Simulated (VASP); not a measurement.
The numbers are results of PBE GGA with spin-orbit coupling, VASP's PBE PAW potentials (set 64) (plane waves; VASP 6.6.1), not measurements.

VASP ran on this input.

**INCAR**
```
SYSTEM = BaTiO3
PREC = Accurate; ENCUT = 520; LREAL = .False.
LASPH = .True.
EDIFF = 1E-6; NELM = 100; ALGO = Normal
LMAXMIX = 4
ISMEAR = 0; SIGMA = 0.05
GGA = PE; GGA_COMPAT = .False.
MAGMOM = 15*0; LSORBIT = .True.
LWAVE = .False.; LCHARG = .False.
```

### KPOINTS_OPT
```
k-points along high-symmetry lines
8
Line-mode
Reciprocal
  0.000000   0.000000   0.000000 ! GAMMA
  0.000000   0.500000   0.000000 ! X

  0.000000   0.500000   0.000000 ! X
  0.500000   0.500000   0.000000 ! M

  0.500000   0.500000   0.000000 ! M
  0.000000   0.000000   0.000000 ! GAMMA

  0.000000   0.000000   0.000000 ! GAMMA
  0.500000   0.500000   0.500000 ! R

  0.500000   0.500000   0.500000 ! R
  0.000000   0.500000   0.000000 ! X

  0.500000   0.500000   0.500000 ! R
  0.500000   0.500000   0.000000 ! M
```

**KPOINTS**
```
Automatic
0
G
  5 5 5
```

**POSCAR**
```
BaTiO3
1
    4.0337536518     0.0000000000     0.0000000000
    0.0000000000     4.0337536518     0.0000000000
    0.0000000000     0.0000000000     4.0337536518
Ba Ti O
1 1 3
Direct
  0.0000000000   0.0000000000   0.0000000000
  0.5000000000   0.5000000000   0.5000000000
  0.5000000000   0.0000000000   0.5000000000
  0.0000000000   0.5000000000   0.5000000000
  0.5000000000   0.5000000000   0.0000000000
```

POTCAR, in this order: Ba_sv Ti_sv O (PBE.64 set). Program: vasp_ncl.

The run wrote:

### OSZICAR
```
       N       E                     dE             d eps       ncg     rms          rms(c)
DAV:   1     0.510701079861E+03    0.51070E+03   -0.20206E+04   960   0.180E+03
DAV:   2     0.333902628966E+02   -0.47731E+03   -0.45452E+03  1056   0.516E+02
DAV:   3    -0.463540372143E+02   -0.79744E+02   -0.77210E+02  1360   0.194E+02
DAV:   4    -0.510487925182E+02   -0.46948E+01   -0.46880E+01  1344   0.464E+01
DAV:   5    -0.512942395593E+02   -0.24545E+00   -0.24539E+00  1424   0.884E+00    0.229E+01
DAV:   6    -0.401884622143E+02    0.11106E+02   -0.66492E+01  1408   0.761E+01    0.998E+00
DAV:   7    -0.403646000400E+02   -0.17614E+00   -0.12066E+01  1320   0.269E+01    0.615E+00
DAV:   8    -0.401698729728E+02    0.19473E+00   -0.78925E-01  1336   0.876E+00    0.310E+00
DAV:   9    -0.401876731507E+02   -0.17800E-01   -0.29259E-01  1400   0.454E+00    0.125E+00
DAV:  10    -0.401817765758E+02    0.58966E-02   -0.10287E-01  1280   0.394E+00    0.418E-01
DAV:  11    -0.401799759754E+02    0.18006E-02   -0.10676E-02  1344   0.927E-01    0.125E-01
DAV:  12    -0.401798890145E+02    0.86961E-04   -0.53713E-04  1296   0.206E-01    0.543E-02
DAV:  13    -0.401799426277E+02   -0.53613E-04   -0.39818E-04  1256   0.172E-01    0.559E-02
DAV:  14    -0.401799008850E+02    0.41743E-04   -0.15607E-04  1336   0.141E-01    0.117E-02
DAV:  15    -0.401799022642E+02   -0.13792E-05   -0.87557E-06  1208   0.329E-02    0.562E-03
DAV:  16    -0.401799022119E+02    0.52307E-07   -0.31958E-06  1200   0.199E-02
   1 F= -.40179902E+02 E0= -.40179902E+02  d E =-.383542E-27  mag=    -0.0000    -0.0000    -0.0000
       N       E                     dE             ncg
       N       E                     dE             ncg
       N       E                     dE             ncg
       N       E                     dE             ncg
       N       E                     dE             ncg
```

**OUTCAR**
```
------------------------ aborting loop because EDIFF is reached ----------------------------------------
  FORCE on cell =-STRESS in cart. coord.  units (eV):
  Direction    XX          YY          ZZ          XY          YZ          ZX
  --------------------------------------------------------------------------------------
  Total       -0.0251032     -0.0251032     -0.0251032      0.0000000     -0.0000000      0.0000000
  in kB       -0.6127904     -0.6127904     -0.6127904      0.0000000     -0.0000000      0.0000000
  external PRESSURE =      -0.6127904 kB  Pullay stress =       0.0000000 kB
  volume of cell :       65.63
      direct lattice vectors                 reciprocal lattice vectors
     4.033753652  0.000000000  0.000000000     0.247908050  0.000000000  0.000000000
     0.000000000  4.033753652  0.000000000     0.000000000  0.247908050  0.000000000
     0.000000000  0.000000000  4.033753652     0.000000000  0.000000000  0.247908050
 POSITION                                       TOTAL-FORCE (eV/Angst)
 -----------------------------------------------------------------------------------
      0.00000      0.00000      0.00000         0.000000      0.000000      0.000000
      2.01688      2.01688      2.01688         0.000000      0.000000      0.000000
      2.01688      0.00000      2.01688         0.000000      0.000000      0.000000
      0.00000      2.01688      2.01688         0.000000      0.000000      0.000000
      2.01688      2.01688      0.00000         0.000000      0.000000      0.000000
 -----------------------------------------------------------------------------------
    total drift:                                0.000000      0.000000      0.000000
  FREE ENERGIE OF THE ION-ELECTRON SYSTEM (eV)
  ---------------------------------------------------
  free  energy   TOTEN  =       -40.1799022119 eV

  energy  without entropy=      -40.1799022119  energy(sigma->0) =      -40.17990221

 Ion:    1  E_soc:     -0.3837925

 Ion:    2  E_soc:     -0.0100609

 Ion:    3  E_soc:     -0.0002627

 Ion:    4  E_soc:     -0.0002627

 Ion:    5  E_soc:     -0.0002627
```
(Selected blocks of OUTCAR.)

The compound is BaTiO3 in the cubic perovskite structure, the ideal cubic form; the compound distorts at low or room temperature. It was relaxed first.
